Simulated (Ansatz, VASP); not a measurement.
## HfZrSe4 in VASP and in Ansatz

```
Zr Hf Se
1.0
     5.62925    0.00000    0.00000
    -2.81463    4.87508    0.00000
     0.00000    0.00000    4.87163
Zr Hf Se
1 1 4
Cartesian
  2.8146 1.6250 0.0000
  0.0000 3.2501 0.0000
  0.0000 0.0000 0.0000
  1.4389 0.8307 2.4358
  4.1904 0.8307 2.4358
  2.8146 3.2136 2.4358
```

Change from the starting cell: species swapped into the HoCo4Cu type (P-6m2, No. 187).

Alike in both runs: functional PBE; k mesh 3 × 3 × 4; occupations gaussian, width 0.1 eV; no spin polarisation.

Ansatz relaxed the structure, and its values are those at the end. VASP's run is a single point on that final structure, the one shown.

|  | VASP | Ansatz |
| --- | --- | --- |
| version | VASP 6.6.1 | Ansatz 0.2.0 |
| potentials or method | VASP PAW PBE potentials, release 64 (Zr_sv, Hf_pv, Se) | scalar-relativistic, plane waves, PAW |
| plane-wave cutoff (eV) | 520 | 420 |
| valence electrons in the cell | 46 | 102 |

```tsv
	VASP	Ansatz	Ansatz less VASP
gap on the k mesh at the Fermi level (eV)	none	none	-
pressure (GPa)	-0.1	0.0	+0.06
rms of the force components (eV/Å)	0.006	0.003	-0.0029
```

A gap of «none» marks a metal or a gap that the smearing closes. The two sets of potentials don't hold the same shells in valence.

Caveats: the k mesh is coarse (spacing up to 0.43 Å⁻¹), so the values aren't converged. The runs have no spin-orbit coupling, so splittings on Hf are missing.
